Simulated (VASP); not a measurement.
# RuSe (Fm-3m) in VASP: further runs, part 2 of 2

VASP 6.6.1.

## Step 3: Single point, r2SCAN+U, collinear spin, antiferromagnetic start

This run uses another cell than the first one: it holds 4 atoms, not 2.

INCAR reads:

```
SYSTEM = RuSe
ALGO = Normal
EDIFF = 1E-7
ENCUT = 520
ISIF = 2
ISMEAR = 0
ISPIN = 2
LASPH = .TRUE.
LCHARG = .TRUE.
LDAU = .TRUE.
LDAUJ = 0 0
LDAUL = 2 -1
LDAUPRINT = 1
LDAUTYPE = 2
LDAUU = 3 0
LELF = .TRUE.
LMAXMIX = 4
LMIXTAU = .TRUE.
LORBIT = 11
LREAL = .FALSE.
LVHAR = .TRUE.
LWAVE = .FALSE.
MAGMOM = 1 -1 0 0
METAGGA = R2SCAN
NELM = 60
PREC = Accurate
SIGMA = 0.05
```

KPOINTS reads:

```
k-points
0
G
  6 6 6
  0 0 0
```

POSCAR reads:

```
RuSe
1.0
    0.0000000000      2.6776164100      2.6776164100
    2.6776164100      0.0000000000      2.6776164100
    5.3552328200      5.3552328200      0.0000000000
Ru Se
2 2
Direct
    0.5000000000      0.5000000000      0.2500000000
    0.5000000000      0.5000000000      0.7500000000
    0.0000000000      0.0000000000      0.0000000000
    0.0000000000      0.0000000000      0.5000000000
```

Potentials or basis: VASP PAW PBE potentials, release 64 (Ru_pv, Se).

On the command line:

```console
$ cat potpaw_PBE.64/Ru_pv/POTCAR potpaw_PBE.64/Se/POTCAR > POTCAR
$ mpirun -np 1 vasp_std > vasp.out
```

OUTCAR:

```text
SYSTEM = RuSe
   EDIFF = 1E-7
   ENCUT = 520
   ISIF = 2
   ISMEAR = 0
   ISPIN = 2
   LASPH = .TRUE.
   LORBIT = 11
   LREAL = .FALSE.
   METAGGA = R2SCAN
   NELM = 60
   PREC = Accurate

 ion  position               nearest neighbor table
   1  0.500  0.500  0.250-   3 2.68   3 2.68   4 2.68   3 2.68   4 2.68   4 2.68
   2  0.500  0.500  0.750-   4 2.68   3 2.68   4 2.68   3 2.68   4 2.68   3 2.68
   3  0.000  0.000  0.000-   2 2.68   1 2.68   2 2.68   1 2.68   2 2.68   1 2.68
   4  0.000  0.000  0.500-   1 2.68   1 2.68   2 2.68   1 2.68   2 2.68   2 2.68

  LATTYP: Found a trigonal (rhomboedric) cell.
 ALAT       =     6.5587939314
 COS(alpha) =     0.8333333333

  Lattice vectors:

 A1 = (   5.3552328200,   2.6776164100,  -2.6776164100)
 A2 = (   2.6776164100,   2.6776164100,  -5.3552328200)
 A3 = (   2.6776164100,   5.3552328200,  -2.6776164100)

Analysis of symmetry for initial positions (statically):
=====================================================================
 Subroutine PRICEL returns following result:

  LATTYP: Found a face centered cubic cell.
 ALAT       =     5.3552328200
[... 12 lines left out ...]
 Subroutine GETGRP returns: Found 12 space group operations
 (whereof 12 operations were pure point group operations)
 out of a pool of 12 trial point group operations.

The static configuration has the point symmetry D_3d.

Analysis of symmetry for dynamics (positions and initial velocities):
=====================================================================
 Subroutine PRICEL returns following result:

  LATTYP: Found a face centered cubic cell.
 ALAT       =     5.3552328200
[... 12 lines left out ...]
 Subroutine GETGRP returns: Found 12 space group operations
 (whereof 12 operations were pure point group operations)
 out of a pool of 12 trial point group operations.

The dynamic configuration has the point symmetry D_3d.

Analysis of structural, dynamic, and magnetic symmetry:
=====================================================================
 Subroutine PRICEL returns following result:

  LATTYP: Found a face centered cubic cell.
 ALAT       =     5.3552328200
[... 12 lines left out ...]
 Subroutine GETGRP returns: Found 12 space group operations
 (whereof 12 operations were pure point group operations)
 out of a pool of 12 trial point group operations.

The overall configuration has the point symmetry D_3d.

 Subroutine INISYM returns: Found 12 space group operations
 (whereof 12 operations are pure point group operations),
 and found     2 'primitive' translations

----------------------------------------------------------------------------------------

                                     Primitive cell

  volume of cell :      38.3950

  direct lattice vectors                    reciprocal lattice vectors
[... 171 lines left out ...]
  o =  0.8923  v =  0.7578  0.2965 -0.3508  0.4613 -0.0440  0.0000  0.0000  0.0000  0.0000  0.0000      0.0000  0.0000  0.0000  0.0000  0.0000  0.0000  0.0000  0.0000  0.0000  0.0000

atom =   2  type =  1  l = 2

 onsite density matrix

spin component  1

  0.3161 -0.2562  0.0231 -0.2562 -0.0000
 -0.2562  0.3161  0.0115  0.2562 -0.0200
  0.0231  0.0115  0.2813  0.0115 -0.0000
 -0.2562  0.2562  0.0115  0.3161  0.0200
 -0.0000 -0.0200 -0.0000  0.0200  0.2813

spin component  2

  0.8856  0.0064 -0.0007  0.0064 -0.0000
  0.0064  0.8856 -0.0003 -0.0064  0.0006
 -0.0007 -0.0003  0.8902 -0.0003  0.0000
  0.0064 -0.0064 -0.0003  0.8856 -0.0006
 -0.0000  0.0006  0.0000 -0.0006  0.8902

 occupancies and eigenvectors

  o =  0.0563  v =  0.8023  0.4984 -0.1234  0.3040  0.0173  0.0000  0.0000  0.0000  0.0000  0.0000      0.0000  0.0000  0.0000  0.0000  0.0000  0.0000  0.0000  0.0000  0.0000  0.0000
  o =  0.0563  v =  0.1122 -0.6387 -0.0173  0.7509 -0.1234  0.0000  0.0000  0.0000  0.0000  0.0000      0.0000  0.0000  0.0000  0.0000  0.0000  0.0000  0.0000  0.0000  0.0000  0.0000
  o =  0.2848  v = -0.1016 -0.0460 -0.9907 -0.0556 -0.0545  0.0000  0.0000  0.0000  0.0000  0.0000      0.0000  0.0000  0.0000  0.0000  0.0000  0.0000  0.0000  0.0000  0.0000  0.0000
  o =  0.2848  v = -0.0056 -0.0908 -0.0545  0.0852  0.9907  0.0000  0.0000  0.0000  0.0000  0.0000      0.0000  0.0000  0.0000  0.0000  0.0000  0.0000  0.0000  0.0000  0.0000  0.0000
  o =  0.8285  v =  0.5774 -0.5774 -0.0000 -0.5774  0.0000  0.0000  0.0000  0.0000  0.0000  0.0000      0.0000  0.0000  0.0000  0.0000  0.0000  0.0000  0.0000  0.0000  0.0000  0.0000
  o =  0.8727  v =  0.0000  0.0000  0.0000  0.0000  0.0000  0.5774 -0.5774 -0.0000 -0.5774 -0.0000      0.0000  0.0000  0.0000  0.0000  0.0000  0.0000  0.0000  0.0000  0.0000  0.0000
  o =  0.8898  v =  0.0000  0.0000  0.0000  0.0000  0.0000  0.2872  0.1685  0.9308  0.1187 -0.0932      0.0000  0.0000  0.0000  0.0000  0.0000  0.0000  0.0000  0.0000  0.0000  0.0000
  o =  0.8898  v =  0.0000  0.0000  0.0000  0.0000  0.0000  0.0288 -0.2343  0.0932  0.2631  0.9308      0.0000  0.0000  0.0000  0.0000  0.0000  0.0000  0.0000  0.0000  0.0000  0.0000
  o =  0.8923  v =  0.0000  0.0000  0.0000  0.0000  0.0000  0.7271  0.5660 -0.3365  0.1611  0.1082      0.0000  0.0000  0.0000  0.0000  0.0000  0.0000  0.0000  0.0000  0.0000  0.0000
  o =  0.8923  v =  0.0000  0.0000  0.0000  0.0000  0.0000  0.2338 -0.5128 -0.1082  0.7466 -0.3365      0.0000  0.0000  0.0000  0.0000  0.0000  0.0000  0.0000  0.0000  0.0000  0.0000

 number of electron      39.9999999 magnetization       0.0000000

 Free energy of the ion-electron system (eV)
  ---------------------------------------------------
  ext. energy  EPLUGINS =         0.00000000
  ---------------------------------------------------
  free energy    TOTEN  =       -72.94537264 eV

  energy without entropy =      -72.94537264  energy(sigma->0) =      -72.94537264

 E-fermi :   7.7856     XC(G=0): -11.8067

 val. band max:        7.5117179865   @ k =   0.0000   0.0000   0.5000
 cond. band min:       8.1238825461   @ k =  -0.1667   0.3333   0.1667
 fundamental gap:      0.6121645595
 Fermi energy:         7.7856003470

 spin component 1

 k-point     1 :       0.0000    0.0000    0.0000
  band No.  band energies     occupation
      1     -38.7623      1.00000
      2     -38.7623      1.00000
      3     -37.7890      1.00000
      4     -35.4033      1.00000
      5     -35.4033      1.00000
      6     -35.1961      1.00000
[... 1289 lines left out ...]
     23       9.7583      0.00000
     24       9.8034      0.00000

 [... further k-points ...]

------------------------ aborting loop because EDIFF is reached ----------------------------------------

  FORCE on cell =-STRESS in cart. coord.  units (eV):
  Direction    XX          YY          ZZ          XY          YZ          ZX
  --------------------------------------------------------------------------------------
  -------------------------------------------------------------------------------------
  Total        4.4139356      4.4139356      4.4139356     -0.0479113      0.0479113      0.0479113
  in kB       92.0940345     92.0940345     92.0940345     -0.9996388      0.9996388      0.9996388
  external PRESSURE =      92.0940345 kB  Pullay stress =       0.0000000 kB

 VOLUME and BASIS-vectors are now :
 -----------------------------------------------------------------------------
  energy-cutoff  :      520.00
  volume of cell :       76.79
      direct lattice vectors                 reciprocal lattice vectors
     0.000000000  2.677616410  2.677616410    -0.186733245  0.186733245  0.186733245
     2.677616410  0.000000000  2.677616410     0.186733245 -0.186733245  0.186733245
     5.355232820  5.355232820  0.000000000     0.093366622  0.093366622 -0.093366622

 POSITION                                       TOTAL-FORCE (eV/Angst)
 -----------------------------------------------------------------------------------
      2.67762      2.67762      2.67762        -0.000000     -0.000000     -0.000000
      5.35523      5.35523      2.67762         0.000000      0.000000      0.000000
      0.00000      0.00000      0.00000         0.000000      0.000000      0.000000
      2.67762      2.67762      0.00000         0.000000      0.000000      0.000000
 -----------------------------------------------------------------------------------
    total drift:                                0.000000      0.000000      0.000000

  FREE ENERGIE OF THE ION-ELECTRON SYSTEM (eV)
  ---------------------------------------------------
  free  energy   TOTEN  =       -72.9453726435 eV

  energy  without entropy=      -72.9453726435  energy(sigma->0) =      -72.94537264

 total charge

# of ion       s       p       d       tot
------------------------------------------
    1        0.248   6.143   5.909  12.299
    2        0.248   6.143   5.909  12.299
    3        1.452   2.456   0.060   3.968
    4        1.452   2.456   0.060   3.968
--------------------------------------------------
tot          3.399  17.198  11.938  32.535

 magnetization (x)

# of ion       s       p       d       tot
------------------------------------------
    1        0.002   0.001   2.917   2.920
    2       -0.002  -0.001  -2.917  -2.920
    3        0.000   0.000   0.000   0.000
    4        0.000   0.000   0.000   0.000
--------------------------------------------------
tot          0.000   0.000   0.000   0.000
```

Wall time 8.6 min (1 thread of Intel Xeon Platinum 8488C (Sapphire Rapids), shared host); peak memory 0.31 GiB.

What came out:

```yaml
Free_energy: -72.9454 eV
Pressure: 9.2 GPa
Band_gap_on_the_k_mesh: 0.61 eV
Net_moment: 0.00 μB per cell
Site_moments: Ru +2.92, -2.92; Se +0.00 μB
Valence_electrons_inside_the_program's_atomic_spheres: Ru 12.30; Se 3.97
```

Levels at points of the mesh, in eV from the valence-band top:
Spin up:
| k point | band 18 | band 19 | band 20 | band 21 | band 22 | band 23 |
| --- | --- | --- | --- | --- | --- | --- |
| (0.00, 0.00, 0.00) | -1.62 | -1.62 | -1.45 | 0.89 | 0.89 | 2.87 |
| (0.50, 0.00, 0.00) | -2.13 | -2.00 | -0.71 | 0.98 | 1.29 | 2.11 |
| (0.00, 0.00, 0.50) | -1.58 | 0.00 | 0.00 | 0.78 | 0.78 | 2.06 |
| (0.50, 0.00, 0.50) | -1.79 | -0.97 | -0.80 | 0.89 | 0.91 | 2.24 |
Spin down:
```
           k point  band 16  band 17  band 18  band 19  band 20  band 21  band 22  band 23  band 24
(0.00, 0.00, 0.00)    -2.60    -1.65    -1.62    -1.62    -1.45     0.89     0.89     2.87     3.19
(0.50, 0.00, 0.00)    -3.26    -3.18    -2.13    -2.00    -0.71     0.98     1.29     2.11     3.61
(0.00, 0.00, 0.50)    -3.66    -2.47    -1.58     0.00     0.00     0.78     0.78     2.06     2.06
(0.50, 0.00, 0.50)    -3.88    -3.10    -1.79    -0.97    -0.80     0.89     0.91     2.24     2.44
```

Eigenvalues of the final occupation matrices:
```tsv
site	spin	trace	eigenvalues
site 1 d	1	4.44	0.87 0.89 0.89 0.89 0.89
site 1 d	2	1.51	0.06 0.06 0.28 0.28 0.83
site 2 d	1	1.51	0.06 0.06 0.28 0.28 0.83
site 2 d	2	4.44	0.87 0.89 0.89 0.89 0.89
```

Caveat: the PAW data sets were made with another functional, which shifts forces and pressure a little. The state reached can hang on the start; a lower one may exist.
